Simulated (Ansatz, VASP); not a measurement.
# Cross-check of Mg (Magnesium) between VASP and Ansatz

One calculation is typed for both programs; each brings its own data sets. How far apart do they land? The cell is taken from a series of runs on this material, whose earlier steps may have relaxed, scaled, displaced or heated it; both programs get it as it stands.

Calculated with Ansatz 0.2.0; plane waves, with VASP 6.6.1 beside it; zone-centre phonons at PBEsol.

## Step 1: The structure

It takes space group P6_3/mmc (No. 194, hexagonal). Conventional cell: a = 3.158 Å, b = 3.158 Å, c = 5.051 Å, α = 90.00°, β = 90.00°, γ = 120.00°. Nearest to Mg lie 12 Mg at 3.11 to 3.16 Å.

## Step 2: VASP: zone-centre phonons, PBEsol

Second derivatives magnify differences that forces hide, and they need a tight electronic threshold.

Lines of VASP's logs that name or quote its potential files are left out, and so is its time.

Input file INCAR:

```
SYSTEM = Mg
PREC = Accurate
ENCUT = 600
EDIFF = 1E-08
NELM = 120
ISMEAR = 1
SIGMA = 0.2
LREAL = .FALSE.
ALGO = Normal
GGA = PS
NBANDS = 8
LORBIT = 11
LWAVE = .FALSE.
LCHARG = .FALSE.
ISIF = 2
IBRION = 8
LASPH = .TRUE.
GGA_COMPAT = .FALSE.
KPAR = 2
```

Input file POSCAR:

```
Mg
1.0
    3.1581873788      0.0000000000      0.0000000000
   -1.5790936894      2.7350704999      0.0000000000
    0.0000000000      0.0000000000      5.0508589310
Mg
2
Direct
    0.3333333334      0.6666666668      0.2500000000
    0.6666666668      0.3333333334      0.7500000000
```

Input file KPOINTS:

```
Automatic mesh
0
Gamma
15 15 8
0 0 0
```

Potentials, in the order of the species: Mg (PBE family, release 64).

The run is started by

```console
mpirun -np 2 vasp_std
```

Numbers of over 12 decimals in the logs are rounded to 6 here.

Output:

```text
[banner, memory and clock lines left out]
running    2 mpi-ranks, on    1 nodes
 distrk:  each k-point on    1 cores,    2 groups
 distr:  one band on    1 cores,    1 groups

 POSCAR found type information on POSCAR Mg
 POSCAR found :  1 types and       2 ions
|                                                                             |
|               ----> ADVICE to this user running VASP <----                  |
|                                                                             |
|     You enforced a specific xc type in the INCAR file but a different       |
|     [... a line on the potential file left out ...]
|     I HOPE YOU KNOW WHAT YOU ARE DOING!                                     |
|                                                                             |

 LDA part: xc-table for (Slater+PW92), standard interpolation
 POSCAR, INCAR and KPOINTS ok, starting setup
 FFT: planning ... GRIDC
 FFT: planning ... GRID_SOFT
 FFT: planning ... GRID
 WAVECAR not read
 entering main loop
       N       E                     dE             d eps       ncg     rms          rms(c)
DAV:   1    -0.803606766173E+00   -0.80361E+00   -0.14030E+03  2160   0.394E+02
DAV:   2    -0.345066608772E+01   -0.26471E+01   -0.25723E+01  2904   0.230E+01
DAV:   3    -0.346367400936E+01   -0.13008E-01   -0.13013E-01  2920   0.220E+00
DAV:   4    -0.346371193185E+01   -0.37922E-04   -0.37922E-04  3144   0.969E-02
DAV:   5    -0.346371205285E+01   -0.12100E-06   -0.12069E-06  2856   0.354E-03    0.961E-01
DAV:   6    -0.345299395951E+01    0.10718E-01   -0.48687E-04  2656   0.168E-01    0.612E-01
DAV:   7    -0.344347966016E+01    0.95143E-02   -0.20393E-03  2280   0.306E-01    0.307E-02
DAV:   8    -0.344348289336E+01   -0.32332E-05   -0.15964E-05  3504   0.282E-02    0.632E-03
DAV:   9    -0.344348267805E+01    0.21531E-06   -0.91090E-07  2456   0.467E-03    0.580E-04
DAV:  10    -0.344348256875E+01    0.10930E-06   -0.38993E-09  3328   0.373E-04    0.126E-04
DAV:  11    -0.344348256820E+01    0.55194E-09   -0.18207E-10  1472   0.116E-04
   1 F= -.34434826E+01 E0= -.34429955E+01  d E =-.146119E-02
 Linear response reoptimize wavefunctions to high precision
DAV:   1    -0.344348256654E+01    0.16653E-08   -0.44444E-12  1888   0.124E-05
DAV:   2    -0.344348256654E+01    0.00000E+00   -0.37817E-13  1400   0.309E-06
 Linear response DOF=           2
 Linear response progress:
  Degree of freedom:   1/  2
       N       E                     dE             d eps       ncg     rms          rms(c)
RMM:   1    -0.132008201193E-02   -0.13201E-02   -0.97171E-04 16701   0.184E-01
RMM:   2    -0.132654901373E-02   -0.64670E-05   -0.77598E-06 13988   0.158E-02    0.215E-02
RMM:   3    -0.131515991528E-02    0.11389E-04   -0.42366E-07 14473   0.638E-03    0.137E-02
RMM:   4    -0.132048231978E-02   -0.53224E-05   -0.10546E-06 14037   0.102E-02    0.732E-04
RMM:   5    -0.132103035952E-02   -0.54804E-06   -0.10166E-08 14813   0.486E-04    0.103E-04
RMM:   6    -0.132107312684E-02   -0.42767E-07   -0.22397E-10 14766   0.830E-05    0.175E-05
RMM:   7    -0.132112332512E-02   -0.50198E-07    0.40021E-11 15485   0.175E-05    0.108E-06
RMM:   8    -0.132112506371E-02   -0.17386E-08   -0.27425E-10 14724   0.257E-06    0.380E-07
 first order change of Fermi-energy   0.25076E-06
 force on displaced ion       1 direction 1 :  -0.829   0.000   0.000
 Linear response progress:
  Degree of freedom:   2/  2
       N       E                     dE             d eps       ncg     rms          rms(c)
RMM:   1    -0.125789380206E-01   -0.12579E-01   -0.66515E-02  6950   0.302E-01
RMM:   2    -0.410505468218E-02    0.84739E-02   -0.10043E-03  4744   0.420E-02    0.309E-02
RMM:   3    -0.399073999749E-02    0.11431E-03    0.21569E-05  4770   0.141E-02    0.139E-02
RMM:   4    -0.402673485650E-02   -0.35995E-04    0.22737E-06  4824   0.762E-03    0.528E-03
RMM:   5    -0.402835565828E-02   -0.16208E-05    0.74389E-07  4820   0.402E-03    0.272E-04
RMM:   6    -0.402873767135E-02   -0.38201E-06    0.15766E-06  4967   0.242E-04    0.154E-04
RMM:   7    -0.402912516965E-02   -0.38750E-06    0.12039E-07  5027   0.103E-04    0.522E-06
RMM:   8    -0.402916466716E-02   -0.39498E-07   -0.64323E-08  5179   0.113E-05    0.197E-06
RMM:   9    -0.402916068709E-02    0.39801E-08   -0.23576E-08  4837   0.278E-06    0.639E-07
 first order change of Fermi-energy  -0.25120E-05
 force on displaced ion       1 direction 3 :  -0.000  -0.000  -3.275
 Linear response finished
```

Parts of OUTCAR (step 2):

```text
ion  position               nearest neighbor table
   1  0.333  0.667  0.250-   2 3.11   2 3.11   2 3.11   2 3.11   2 3.11   2 3.11
   2  0.667  0.333  0.750-   1 3.11   1 3.11   1 3.11   1 3.11   1 3.11   1 3.11

  LATTYP: Found a hexagonal cell.
 ALAT       =     3.1581873788
 C/A-ratio  =     1.5992904553

 Subroutine GETGRP returns: Found 24 space group operations
 (whereof 12 operations were pure point group operations)

The static configuration has the point symmetry D_3d.
 The point group associated with its full space group is D_6h.

 Found    135 irreducible k-points:

   k-points           NKPTS =    135   k-points in BZ     NKDIM =    135   number of bands    NBANDS=      8

   dimension x,y,z NGX =    28 NGY =   28 NGZ =   40
   dimension x,y,z NGXF=    56 NGYF=   56 NGZF=   80

   ENCUT  =  600.0 eV  44.10 Ry    6.64 a.u.   6.31  6.31 10.09*2*pi/ulx,y,z

   NELECT =       4.0000    total number of electrons

 k-points in reciprocal lattice and weights: Automatic mesh
   0.00000000  0.00000000  0.00000000       0.001
   0.06666667  0.00000000  0.00000000       0.003
   0.13333333  0.00000000  0.00000000       0.003
   0.20000000  0.00000000  0.00000000       0.003
   0.26666667  0.00000000  0.00000000       0.003
   0.33333333  0.00000000  0.00000000       0.003
   0.40000000  0.00000000  0.00000000       0.003
   0.46666667  0.00000000  0.00000000       0.003
   0.06666667  0.06666667  0.00000000       0.003
[...]
0.33333333  0.26666667  0.50000000       0.007
   0.33333333  0.33333333  0.50000000       0.001

 average (electrostatic) potential at core
       1 -38.5803       2 -38.5803

  Total        0.3223554      0.3223554      0.3265165      0.0000000      0.0000000      0.0000000
  in kB       11.8378777     11.8378777     11.9906859      0.0000000      0.0000000      0.0000000
  external PRESSURE =      11.8888138 kB  Pullay stress =       0.0000000 kB

  energy-cutoff  :      600.00
  volume of cell :       43.63
      direct lattice vectors                 reciprocal lattice vectors
     3.158187379  0.000000000  0.000000000     0.316637324  0.182810644  0.000000000
    -1.579093689  2.735070500  0.000000000     0.000000000  0.365621288  0.000000000
     0.000000000  0.000000000  5.050858931     0.000000000  0.000000000  0.197986127

 POSITION                                       TOTAL-FORCE (eV/Angst)
 -----------------------------------------------------------------------------------
      0.00000      1.82338      1.26271        -0.000000      0.000000      0.000000
      1.57909      0.91169      3.78814         0.000000     -0.000000      0.000000
 -----------------------------------------------------------------------------------
    total drift:                                0.000000      0.000000     -0.000000

 Eigenvectors and eigenvalues of the dynamical matrix
 ----------------------------------------------------

   1 f  =    8.116136 THz    50.995187 2PiTHz  270.725160 cm-1    33.565627 meV
             X         Y         Z           dx          dy          dz
      0.000000  1.823380  1.262715     0.000000    0.000000   -0.707107
      1.579094  0.911690  3.788144     0.000000    0.000000    0.707107

   2 f  =    4.083218 THz    25.655618 2PiTHz  136.201505 cm-1    16.886827 meV
             X         Y         Z           dx          dy          dz
      0.000000  1.823380  1.262715    -0.707107    0.000002    0.000000
      1.579094  0.911690  3.788144     0.707107   -0.000002    0.000000

   3 f  =    4.083218 THz    25.655618 2PiTHz  136.201505 cm-1    16.886827 meV
             X         Y         Z           dx          dy          dz
      0.000000  1.823380  1.262715     0.000002    0.707107    0.000000
      1.579094  0.911690  3.788144    -0.000002   -0.707107    0.000000

   4 f  =    0.000000 THz     0.000000 2PiTHz    0.000002 cm-1     0.000000 meV
             X         Y         Z           dx          dy          dz
      0.000000  1.823380  1.262715    -0.032316    0.706368    0.000000
      1.579094  0.911690  3.788144    -0.032316    0.706368    0.000000

   5 f  =    0.000000 THz     0.000000 2PiTHz    0.000000 cm-1     0.000000 meV
             X         Y         Z           dx          dy          dz
      0.000000  1.823380  1.262715     0.000000    0.000000    0.707107
      1.579094  0.911690  3.788144     0.000000    0.000000    0.707107

   6 f/i=    0.000000 THz     0.000000 2PiTHz    0.000001 cm-1     0.000000 meV
             X         Y         Z           dx          dy          dz
      0.000000  1.823380  1.262715     0.706368    0.032316    0.000000
      1.579094  0.911690  3.788144     0.706368    0.032316    0.000000

 ELASTIC MODULI CONTR FROM IONIC RELAXATION (kBar)
 Direction    XX          YY          ZZ          XY          YZ          ZX
 --------------------------------------------------------------------------------
 XX         -42.2921     42.2921     -0.0000     -0.0000      0.0000      0.0000
 YY          42.2921    -42.2921      0.0000      0.0000     -0.0000      0.0000
 ZZ          -0.0000      0.0000     -0.0000     -0.0000      0.0000      0.0000
 XY          -0.0000      0.0000     -0.0000    -42.2921      0.0000      0.0000
 YZ           0.0000     -0.0000      0.0000      0.0000     -0.0000      0.0000
 ZX           0.0000      0.0000      0.0000      0.0000      0.0000      0.0000
 --------------------------------------------------------------------------------
```

(Continued in part 2 of 2.)

[Lines on the potential files, build, host, timing and source positions are cut from VASP's logs without a mark.]

[Logs are printed without paths, hosts, clocks, repeated set-up lines and the standing remarks that a program may print on its own settings, such as how far it seeks lower states.]

[Hosts, paths, dates, database ids (printed as entryN), source tags and the programs' standing remarks are cut or masked in the printed files.]
